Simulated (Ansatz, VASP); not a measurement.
## Two plane-wave programs on KFeAs2

The input INCAR:

```
SYSTEM = KFeAs2
ALGO = Normal ; EDIFF = 1E-6
ENCUT = 550 ; GGA = RP
ISIF = 2 ; ISMEAR = 0
ISPIN = 2 ; LASPH = .TRUE.
LCHARG = .FALSE. ; LMAXMIX = 4
LORBIT = 11 ; LREAL = .FALSE.
LWAVE = .FALSE. ; MAGMOM = 0 0 3 0
NELM = 100 ; PREC = Accurate
SIGMA = 0.02
```

The input KPOINTS:

```
k-points
0
G
  9 9 9
  0 0 0
```

Contents of POSCAR:

```
KFeAs2
6.9704
   -0.284111098359      0.284111098359      0.915732095719
    0.284111098359     -0.284111098359      0.915732095719
    0.284111098359      0.284111098359     -0.915732095719
As Fe K
2 1 1
Direct
    0.3307380000      0.3307380000      0.0000000000
    0.6692620000      0.6692620000      0.0000000000
    0.2500000000      0.7500000000      0.5000000000
    0.0000000000      0.0000000000      0.0000000000
```

The input input.yaml:

```yaml
crystal:
  lattice:
    - [-1.980368, 1.980368, 6.383019]
    - [1.980368, -1.980368, 6.383019]
    - [1.980368, 1.980368, -6.383019]
  atoms:
    - { symbol: As, position: [0.330738, 0.330738, 0.0] }
    - { symbol: As, position: [0.669262, 0.669262, 0.0] }
    - { symbol: Fe, position: [0.25, 0.75, 0.5], spin: 3.0 }
    - { symbol: K, position: [0.0, 0.0, 0.0] }
hamiltonian:
  xc: rpbe
  pseudopotentials: { kind: paw }
magnetization:
  spin_polarized: true
kpoints:
  mp_grid: { grid: [9, 9, 9] }
scf:
  occupations: { method: gaussian, width: 0.02 }
output:
  forces: true
  stress: true
  eigenvalues: true
  write_density: true
  write_potential: true
  elf: true
  volumetric_format: npy
```

The cell comes from a database or a generator and needn't be the stable form of this composition.

Alike in both runs: task single point; functional RPBE; k mesh 9 × 9 × 9; occupations gaussian, width 0.02 eV; collinear spin, ferromagnetic start.

|  | VASP | Ansatz |
| --- | --- | --- |
| version | VASP 6.6.1 | Ansatz 0.2.0 |
| potentials or method | VASP PAW PBE potentials, release 64 (As_GW, Fe_GW, K_sv_GW) | Ansatz PAW |
| plane-wave cutoff (eV) | 550 | 420 |
| valence electrons in the cell | 27 | 55 |

|  | VASP | Ansatz | Ansatz less VASP |
| --- | --- | --- | --- |
| gap on the k mesh at the Fermi level (eV) | none | none | - |
| pressure (GPa) | 2.0 | 2.1 | +0.10 |
| largest component of the traceless stress (GPa) | 0.22 | 0.25 | +0.025 |
| rms of the force components (eV/Å) | 0.057 | 0.067 | +0.0096 |
| net moment per atom (μB) | 0.18 | 0.18 | +0.002 |
| size of the moment on the site where the two differ most (μB) | 0.70 | 0.67 | -0.032 |

Site moments also hang on the region over which each program counts them. Atom by atom the forces differ by 0.010 eV/Å (rms over components). A gap of «none» marks a metal or a gap that the smearing closes. The two sets of potentials don't hold the same shells in valence.

Caveats: a cell with one magnetic atom can't hold antiferromagnetic order, which such compounds often take; the PAW data sets were made with another functional, which shifts forces and pressure a little (VASP); the PAW data sets come from PBE, with cores solved anew for the run's functional, which leaves a small shift of forces and pressure (Ansatz).
